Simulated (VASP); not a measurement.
Data:

```
CELL_PARAMETERS angstrom
      1.88721    -3.26874     0.00000
      1.88721     3.26874     0.00000
      0.00000     0.00000    12.06427
ATOMIC_POSITIONS crystal
  La 0.00000 0.00000 0.50000
  La 0.00000 0.00000 0.00000
  La 0.33333 0.66667 0.25000
  La 0.66667 0.33333 0.75000
```

Method: PBE GGA, VASP's PBE PAW potentials (set 64) (plane waves; VASP). Run with 400 eV cut-off, 11×11×3 Γ-centred mesh, tetrahedra with Blöchl corrections, potentials La.

The cores are frozen, which limits the accuracy of field gradients.

Q: Give the principal components of the electric field gradient (V/Å²) and the asymmetry η at each nucleus.

A: 
```
atom    Vxx    Vyy   Vzz     η
----  -----  -----  ----  ----
La1   -12.3  -12.3  24.6  0.00
La2   -12.3  -12.3  24.6  0.00
La3   -15.6  -15.6  31.2  0.00
La4   -15.6  -15.6  31.2  0.00
```

The compound is La in the dhcp structure. It was relaxed first.
